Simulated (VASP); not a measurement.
# K: formation energy of a vacancy on the K site, part 3 of 3

Wanted: what a vacancy on the K site costs in K and how the lattice relaxes round it.

VASP 6.6.1; PBEsol; plane waves and PAW (K_pv).

So far. Step 2 (The host at zero pressure): The start already met the threshold, so nothing moved. Step 3 (The perfect supercell): The host is treated as a metal, as its relaxation found a gap under 0.3 eV or none, and only the neutral defect is run.

**4. The defect cell**

System of this step: K. The cell holds 53 atoms: 53 K. Cell: a = 15.690 Å, b = 15.690 Å, c = 15.690 Å, α = 90.0°, β = 90.0°, γ = 90.0°. It derives from K. Nearest the centre at fractional (0.000, 0.000, 0.000): K5 at 4.53 Å, K11 at 4.53 Å, K28 at 4.53 Å, K33 at 4.53 Å, K51 at 4.53 Å, K41 at 4.53 Å, K37 at 4.53 Å, K53 at 4.53 Å.

The host is treated as a metal, since its gap is under 0.3 eV or closed. The run keeps 48 symmetry operations, which cuts the number of k-points but bars distortions that break them. The atoms relax at the host's fixed cell.

INCAR reads:

```
SYSTEM = K
PREC = Normal
ENCUT = 300
EDIFF = 1E-05
NELM = 120
ISMEAR = 1
SIGMA = 0.2
LREAL = Auto
ALGO = Fast
GGA = PS
NBANDS = 224
LORBIT = 11
LWAVE = .FALSE.
LCHARG = .TRUE.
KPAR = 4
NCORE = 2
IBRION = 2
NSW = 50
ISIF = 2
EDIFFG = -0.03
POTIM = 0.4
MAXMIX = 40
ISYM = 2
```

POSCAR reads:

```
K
1.0
   15.6900000000      0.0000000000      0.0000000000
    0.0000000000     15.6900000000      0.0000000000
    0.0000000000      0.0000000000     15.6900000000
K
53
Direct
    0.3333333300      0.0000000000      0.0000000000
    0.6666666700      0.0000000000      0.0000000000
    0.0000000000      0.3333333300      0.0000000000
    0.0000000000      0.0000000000      0.3333333300
    0.1666666700      0.1666666700      0.1666666700
    0.3333333300      0.3333333300      0.0000000000
    0.3333333300      0.0000000000      0.3333333300
    0.5000000000      0.1666666700      0.1666666700
    0.6666666700      0.3333333300      0.0000000000
    0.6666666700      0.0000000000      0.3333333300
    0.8333333300      0.1666666700      0.1666666700
    0.0000000000      0.6666666700      0.0000000000
    0.0000000000      0.3333333300      0.3333333300
    0.1666666700      0.5000000000      0.1666666700
    0.3333333300      0.6666666700      0.0000000000
    0.0000000000      0.0000000000      0.6666666700
    0.1666666700      0.1666666700      0.5000000000
    0.3333333300      0.3333333300      0.3333333300
    0.5000000000      0.5000000000      0.1666666700
    0.6666666700      0.6666666700      0.0000000000
    0.3333333300      0.0000000000      0.6666666700
    0.5000000000      0.1666666700      0.5000000000
    0.6666666700      0.3333333300      0.3333333300
    0.8333333300      0.5000000000      0.1666666700
    0.6666666700      0.0000000000      0.6666666700
    0.8333333300      0.1666666700      0.5000000000
    0.0000000000      0.6666666700      0.3333333300
    0.1666666700      0.8333333300      0.1666666700
    0.0000000000      0.3333333300      0.6666666700
    0.1666666700      0.5000000000      0.5000000000
    0.3333333300      0.6666666700      0.3333333300
    0.5000000000      0.8333333300      0.1666666700
    0.1666666700      0.1666666700      0.8333333300
    0.3333333300      0.3333333300      0.6666666700
    0.5000000000      0.5000000000      0.5000000000
    0.6666666700      0.6666666700      0.3333333300
    0.8333333300      0.8333333300      0.1666666700
    0.5000000000      0.1666666700      0.8333333300
    0.6666666700      0.3333333300      0.6666666700
    0.8333333300      0.5000000000      0.5000000000
    0.8333333300      0.1666666700      0.8333333300
    0.0000000000      0.6666666700      0.6666666700
    0.1666666700      0.8333333300      0.5000000000
    0.1666666700      0.5000000000      0.8333333300
    0.3333333300      0.6666666700      0.6666666700
    0.5000000000      0.8333333300      0.5000000000
    0.5000000000      0.5000000000      0.8333333300
    0.6666666700      0.6666666700      0.6666666700
    0.8333333300      0.8333333300      0.5000000000
    0.8333333300      0.5000000000      0.8333333300
    0.1666666700      0.8333333300      0.8333333300
    0.5000000000      0.8333333300      0.8333333300
    0.8333333300      0.8333333300      0.8333333300
```

KPOINTS reads:

```
Automatic mesh
0
Monkhorst-Pack
3 3 3
0 0 0
```

The projector-augmented-wave data sets are K_pv (PBE family, release 64).

The run is started by

```console
$ mpirun -np 8 vasp_std
```

Output:

```text
[banner, memory and clock lines left out]
running    8 mpi-ranks, on    1 nodes
 distrk:  each k-point on    2 cores,    4 groups
 distr:  one band on    2 cores,    1 groups

 POSCAR found type information on POSCAR K
 POSCAR found :  1 types and      53 ions
 [... a notice as in an earlier step ...]

 LDA part: xc-table for (Slater+PW92), standard interpolation
 POSCAR, INCAR and KPOINTS ok, starting setup
 FFT: planning ... GRIDC
 FFT: planning ... GRID_SOFT
 FFT: planning ... GRID
 WAVECAR not read
 entering main loop
       N       E                     dE             d eps       ncg     rms          rms(c)
DAV:   1     0.111435266703E+04    0.11144E+04   -0.12157E+05  2328   0.851E+02
DAV:   2    -0.954858644957E+01   -0.11239E+04   -0.10937E+04  2016   0.211E+02
DAV:   3    -0.566021786660E+02   -0.47054E+02   -0.44740E+02  2136   0.291E+01
DAV:   4    -0.586025331345E+02   -0.20004E+01   -0.19777E+01  2032   0.448E+00
DAV:   5    -0.587311318511E+02   -0.12860E+00   -0.12849E+00  2168   0.858E-01    0.937E+00
RMM:   6    -0.586076942882E+02    0.12344E+00   -0.19071E-01  2060   0.707E-01    0.582E+00
RMM:   7    -0.585898726279E+02    0.17822E-01   -0.30896E-01  2051   0.104E+00    0.675E-01
RMM:   8    -0.585924829158E+02   -0.26103E-02   -0.24673E-02  2065   0.309E-01    0.303E-01
RMM:   9    -0.585920624131E+02    0.42050E-03   -0.66461E-03  1975   0.176E-01    0.988E-02
RMM:  10    -0.585918833512E+02    0.17906E-03   -0.10871E-03  2052   0.567E-02    0.380E-02
RMM:  11    -0.585919880778E+02   -0.10473E-03   -0.31269E-04  2020   0.435E-02    0.137E-02
RMM:  12    -0.585919865340E+02    0.15438E-05   -0.52461E-05  1399   0.143E-02
   1 F= -.58591987E+02 E0= -.58611817E+02  d E =-.585920E+02
 curvature:   0.00 expect dE= 0.000E+00 dE for cont linesearch  0.000E+00
 trial: gam= 0.00000 g(F)=  0.705E-03 g(S)=  0.000E+00 ort = 0.000E+00 (trialstep = 0.100E+01)
 search vector abs. value=  0.705E-03
 bond charge predicted
       N       E                     dE             d eps       ncg     rms          rms(c)
DAV:   1    -0.585926495248E+02   -0.66145E-03   -0.43020E-02  1936   0.258E-01    0.116E-02
RMM:   2    -0.585926904992E+02   -0.40974E-04   -0.38611E-04  1833   0.327E-02    0.537E-03
RMM:   3    -0.585926936322E+02   -0.31329E-05   -0.60823E-05  1274   0.142E-02
   2 F= -.58592694E+02 E0= -.58612534E+02  d E =-.707098E-03
[...]
3 F= -.58594753E+02 E0= -.58614614E+02  d E =-.276663E-02
 curvature:  -2.77 expect dE=-0.135E-02 dE for cont linesearch -0.134E-02
 ZBRENT: increasing intervall
 opt :  10.0000  next Energy=   -58.597961 (dE=-0.597E-02)
 bond charge predicted
       N       E                     dE             d eps       ncg     rms          rms(c)
DAV:   1    -0.585969683860E+02   -0.22224E-02   -0.15504E+00  1904   0.155E+00    0.464E-02
RMM:   2    -0.585982379988E+02   -0.12696E-02   -0.12983E-02  2055   0.189E-01    0.179E-02
RMM:   3    -0.585984344131E+02   -0.19641E-03   -0.19962E-03  2046   0.827E-02    0.167E-03
RMM:   4    -0.585984733091E+02   -0.38896E-04   -0.38974E-04  1757   0.363E-02    0.579E-03
RMM:   5    -0.585984817758E+02   -0.84667E-05   -0.85367E-05  1254   0.171E-02
   4 F= -.58598482E+02 E0= -.58618382E+02  d E =-.649524E-02
 curvature:  -6.63 expect dE=-0.223E-02 dE for cont linesearch -0.220E-02
 trial: gam=-0.20929 g(F)=  0.336E-03 g(S)=  0.000E+00 ort = 0.484E-03 (trialstep = 0.280E+01)
 search vector abs. value=  0.164E-03
 reached required accuracy - stopping structural energy minimisation
```

It took 3.7 min on 8 MPI ranks of Intel Xeon 6975P-C (Granite Rapids), shared host; peak memory 6.8 GiB.

Parts of OUTCAR (step 4):

```text
The static configuration has the point symmetry O_h .

 Found      4 irreducible k-points:

   k-points           NKPTS =      4   k-points in BZ     NKDIM =      4   number of bands    NBANDS=    224

   NELECT =     371.0000    total number of electrons

 E-fermi :  -1.2308

 k-point     1 :       0.0000    0.0000    0.0000
  band No.  band energies     occupation
    ...
    182      -1.4730      2.07086
    183      -1.4503      2.06505
    184      -1.4503      2.06505
    185      -1.4503      2.06505
    186      -1.3671      1.90672
    187      -0.9181     -0.04953
    188      -0.9181     -0.04953
    189      -0.9140     -0.04761
    190      -0.9140     -0.04761
    191      -0.9140     -0.04761
    ...

 k-point     2 :       0.3333    0.0000    0.0000
  band No.  band energies     occupation
    ...
    179      -1.6216      2.01849
    180      -1.6129      2.02110
    181      -1.6129      2.02110
    182      -1.5947      2.02737
    183      -1.5192      2.06027
    184      -1.0494     -0.02520
    185      -1.0418     -0.03688
    186      -1.0418     -0.03688
    187      -1.0306     -0.05046
    188      -1.0164     -0.06210
    ...

  Total       -1.3569931     -1.3569931     -1.3569931      0.0000000      0.0000000     -0.0000000
  in kB       -0.5628846     -0.5628846     -0.5628846      0.0000000      0.0000000     -0.0000000
  external PRESSURE =      -0.5628846 kB  Pullay stress =       0.0000000 kB

 POSITION                                       TOTAL-FORCE (eV/Angst)
 -----------------------------------------------------------------------------------
      5.24072      0.00000     15.69000         0.019636     -0.000000      0.000000
     10.44928      0.00000     15.69000        -0.019636     -0.000000     -0.000000
      0.00000      5.24072     15.69000        -0.000000      0.019636      0.000000
      0.00000      0.00000      5.24072        -0.000000     -0.000000      0.019636
      2.60586      2.60586      2.60586        -0.016229     -0.016229     -0.016229
      5.23063      5.23063     15.69000        -0.000069     -0.000069     -0.000000
      5.23063      0.00000      5.23063        -0.000069     -0.000000     -0.000069
      7.84500      2.61425      2.61425        -0.000000     -0.000347     -0.000347
     10.45937      5.23063     15.69000         0.000069     -0.000069     -0.000000
     10.45937      0.00000      5.23063         0.000069     -0.000000     -0.000069
     13.08414      2.60586      2.60586         0.016229     -0.016229     -0.016229
      0.00000     10.44928     15.69000        -0.000000     -0.019636     -0.000000
      0.00000      5.23063      5.23063        -0.000000     -0.000069     -0.000069
      2.61425      7.84500      2.61425        -0.000347     -0.000000     -0.000347
      5.23063     10.45937     15.69000        -0.000069      0.000069      0.000000
      0.00000      0.00000     10.44928        -0.000000     -0.000000     -0.019636
      2.61425      2.61425      7.84500        -0.000347     -0.000347      0.000000
      5.22989      5.22989      5.22989        -0.001675     -0.001675     -0.001675
      7.84500      7.84500      2.61470        -0.000000     -0.000000     -0.000464
     10.45937     10.45937     15.69000         0.000069      0.000069      0.000000
      5.23063      0.00000     10.45937        -0.000069     -0.000000      0.000069
      7.84500      2.61470      7.84500        -0.000000     -0.000464     -0.000000
     10.46011      5.22989      5.22989         0.001675     -0.001675     -0.001675
     13.07575      7.84500      2.61425         0.000347     -0.000000     -0.000347
     10.45937      0.00000     10.45937         0.000069     -0.000000      0.000069
     13.07575      2.61425      7.84500         0.000347     -0.000347      0.000000
      0.00000     10.45937      5.23063        -0.000000      0.000069     -0.000069
      2.60586     13.08414      2.60586        -0.016229      0.016229     -0.016229
      0.00000      5.23063     10.45937        -0.000000     -0.000069      0.000069
      2.61470      7.84500      7.84500        -0.000464     -0.000000     -0.000000
      5.22989     10.46011      5.22989        -0.001675      0.001675     -0.001675
      7.84500     13.07575      2.61425        -0.000000      0.000347     -0.000347
      2.60586      2.60586     13.08414        -0.016229     -0.016229      0.016229
      5.22989      5.22989     10.46011        -0.001675     -0.001675      0.001675
      7.84500      7.84500      7.84500        -0.000000     -0.000000      0.000000
     10.46011     10.46011      5.22989         0.001675      0.001675     -0.001675
     13.08414     13.08414      2.60586         0.016229      0.016229     -0.016229
      7.84500      2.61425     13.07575        -0.000000     -0.000347      0.000347
[...]
-----------------------------------------------------------------------------------
    total drift:                                0.000000      0.000000      0.000000

  FREE ENERGIE OF THE ION-ELECTRON SYSTEM (eV)
  ---------------------------------------------------
  free  energy   TOTEN  =       -58.5984817758 eV

  energy  without entropy=      -58.6581838941  energy(sigma->0) =      -58.61838248

 total charge
# of ion       s       p       d       tot
------------------------------------------
    1        0.154   6.013   0.011   6.177
    2        0.154   6.013   0.011   6.177
    3        0.154   6.013   0.011   6.177
    4        0.154   6.013   0.011   6.177
    5        0.149   6.007   0.010   6.167
    6        0.150   6.015   0.012   6.177
    7        0.150   6.015   0.012   6.177
    8        0.150   6.014   0.012   6.176
    9        0.150   6.015   0.012   6.177
   10        0.150   6.015   0.012   6.177
   11        0.149   6.007   0.010   6.167
   12        0.154   6.013   0.011   6.177
   13        0.150   6.015   0.012   6.177
   14        0.150   6.014   0.012   6.176
   15        0.150   6.015   0.012   6.177
   16        0.154   6.013   0.011   6.177
   17        0.150   6.014   0.012   6.176
   18        0.151   6.014   0.012   6.176
   19        0.151   6.015   0.011   6.177
   20        0.150   6.015   0.012   6.177
   21        0.150   6.015   0.012   6.177
   22        0.151   6.015   0.011   6.177
   23        0.151   6.014   0.012   6.176
   24        0.150   6.014   0.012   6.176
   25        0.150   6.015   0.012   6.177
   26        0.150   6.014   0.012   6.176
   27        0.150   6.015   0.012   6.177
   28        0.149   6.007   0.010   6.167
   29        0.150   6.015   0.012   6.177
   30        0.151   6.015   0.011   6.177
   31        0.151   6.014   0.012   6.176
   32        0.150   6.014   0.012   6.176
   33        0.149   6.007   0.010   6.167
   34        0.151   6.014   0.012   6.176
   35        0.152   6.013   0.012   6.177
   36        0.151   6.014   0.012   6.176
   37        0.149   6.007   0.010   6.167
[...]
--------------------------------------------------
tot          7.991 318.703   0.599 327.292

[... 7 parts as in an earlier step ...]

[... 4 further parts left out ...]
```

Relaxation path:

```tsv
step	energy less that of the first step (eV)	largest force (eV/Å)
1	0.0000	0.0410
2	-0.0007	0.0371
3	-0.0028	0.0325
4	-0.0065	0.0281
```

The atoms that moved most (Å):

```tsv
atom	dx	dy	dz	length
K53	0.009	0.009	0.009	0.016
K41	0.009	-0.009	0.009	0.016
K37	0.009	0.009	-0.009	0.016
K51	-0.009	0.009	0.009	0.016
K33	-0.009	-0.009	0.009	0.016
K11	0.009	-0.009	-0.009	0.016
K28	-0.009	0.009	-0.009	0.016
K5	-0.009	-0.009	-0.009	0.016
```

This step gave:

```
electronic cycles       : 24
electrons               : 371
free energy (TOTEN)     : -58.5985 eV
energy at zero smearing : -58.6184 eV
Fermi energy            : -1.231 eV
```

Valence density in the ac plane at fractional y = 0.000, through the centre, with atoms of K within 0.45 Å of it. It is the smooth field of the valence electrons, not physical close to the nuclei.

Values in e/Å³, 13 rows by 16 columns, each cell a mean:
```
0.0 0.0 0.0 0.0 0.3 1.2 0.2 0.0 0.0 0.1 1.1 0.5 0.0 0.0 0.0 0.0
0.0 0.0 0.0 0.0 0.0 0.0 0.0 0.0 0.0 0.0 0.0 0.0 0.0 0.0 0.0 0.0
0.0 0.0 0.0 0.0 0.0 0.0 0.0 0.0 0.0 0.0 0.0 0.0 0.0 0.0 0.0 0.0
0.6 0.0 0.0 0.0 0.2 0.8 0.1 0.0 0.0 0.1 0.7 0.4 0.0 0.0 0.0 0.5
1.7 0.1 0.0 0.0 0.6 2.0 0.4 0.0 0.0 0.2 1.9 1.0 0.0 0.0 0.0 1.2
0.1 0.0 0.0 0.0 0.0 0.1 0.0 0.0 0.0 0.0 0.1 0.0 0.0 0.0 0.0 0.1
0.0 0.0 0.0 0.0 0.0 0.0 0.0 0.0 0.0 0.0 0.0 0.0 0.0 0.0 0.0 0.0
0.2 0.0 0.0 0.0 0.1 0.2 0.0 0.0 0.0 0.0 0.2 0.1 0.0 0.0 0.0 0.1
1.8 0.1 0.0 0.0 0.6 2.3 0.4 0.0 0.0 0.2 2.1 1.1 0.0 0.0 0.0 1.4
0.3 0.0 0.0 0.0 0.1 0.4 0.1 0.0 0.0 0.0 0.4 0.2 0.0 0.0 0.0 0.3
0.0 0.0 0.0 0.0 0.0 0.0 0.0 0.0 0.0 0.0 0.0 0.0 0.0 0.0 0.0 0.0
0.0 0.0 0.0 0.0 0.0 0.0 0.0 0.0 0.0 0.0 0.0 0.0 0.0 0.0 0.0 0.0
0.0 0.0 0.0 0.0 0.5 1.7 0.3 0.0 0.0 0.2 1.5 0.8 0.0 0.0 0.0 0.0
```
Columns run along a (15.7 Å), rows up along c (15.7 Å). Atoms in or near the plane, at fractional coordinates: K at (0.33, 0.00), K at (0.67, 0.00), K at (0.00, 0.33), K at (0.33, 0.33), K at (0.67, 0.33), K at (0.00, 0.67), K at (0.33, 0.67), K at (0.67, 0.67).

The run ended after 4 ionic steps, 0.006 eV below its first step, once the forces on the free atoms met EDIFFG = -0.03.

The 8 first neighbours (K) lie 4.53 Å from the site in the perfect crystal and 4.51 Å on average after the relaxation (-0.3 %).

**5. Formation energies**

This step: point defect, PBEsol; plane waves and PAW (VASP 6.6.1).

Derived from the runs above.

Numbers from this step:

```yaml
formation_energy_of_the_neutral_defect: 0.3938 eV
```

Formation energy:

```tsv
formation energy (eV)	largest move (Å)
0.3938	0.01584
```

The formation energy is the energy of the relaxed defect cell less that of the perfect cell, with each removed atom booked to its reference and each added atom taken from it.

References, in eV an atom: K -1.113 (the host). They were run at the supercell's cutoff and functional, without U, and count both elements from their own phases.

**6. Outcome**

```
formation energy at charge 0 : 0.394 eV
```

What this shows: A vacancy on the K site costs 0.39 eV, with every exchanged atom at the energy of its element. The 8 first neighbours (K) lie 4.53 Å from the site in the perfect crystal and 4.51 Å on average after the relaxation (-0.3 %). With metallic smearing the value can move by tenths of an eV with the k mesh. The supercell of 54 atoms is small, so interactions between images remain.

[Lines on the potential files, build, host, timing and source positions are cut from VASP's logs without a mark.]

[Logs are printed without paths, hosts, clocks, repeated set-up lines and the standing remarks that a program may print on its own settings, such as how far it seeks lower states.]

[Hosts, paths, dates, database ids (printed as entryN), source tags and the programs' standing remarks are cut or masked in the printed files.]

[In band tables of VASP the shares of atoms and orbitals are scaled to a sum of 1 inside the atoms' spheres.]

[Runs that stopped without an error message from VASP are left out.]
